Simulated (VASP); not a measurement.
BaS (rock salt), at 0.96 of the tabulated volume:

```
BaS
1.0
    0.00000     3.15182     3.15182
    3.15182     0.00000     3.15182
    3.15182     3.15182     0.00000
Ba S
1 1
Direct
  0.00000   0.00000   0.00000
  0.50000   0.50000   0.50000
```

The lowest empty band near X, direction across the valley's axis, from PBE with spin-orbit coupling in VASP (PAW); its two spin partners are averaged. The gap over the points computed is 1.98 eV, and the next band on that side lies 4.00 eV away at the edge.

Numerical set-up: 400 eV cut-off, 8×8×8 Γ-centred mesh, Gaussian smearing of 0.050 eV, potentials Ba_sv S.

| distance from the edge in k (1/Å) | distance in energy (meV) |
|---|---|
| 0.018 | 4.1 |
| 0.025 | 7.8 |
| 0.035 | 15.3 |
| 0.050 | 31.1 |
| 0.070 | 60.6 |

**Question.** Fit E(1 + αE) = ħ²k²/2m* (ħ²/2m0 = 3.810 eV Å²) and predict the row at 0.095 1/Å.

**Answer.** The rows don't resolve α, so a parabola serves: the electron mass is m* = 0.308 m0, and so 111.8 meV. The run gave 110.5 meV, -1.3 meV from the fit.

Left out are points under 3 meV from the edge, since the levels carry 0.1 meV, and points farther than half the way to the next band.

The compound is BaS in the rock salt structure. The cell was not relaxed at this level.
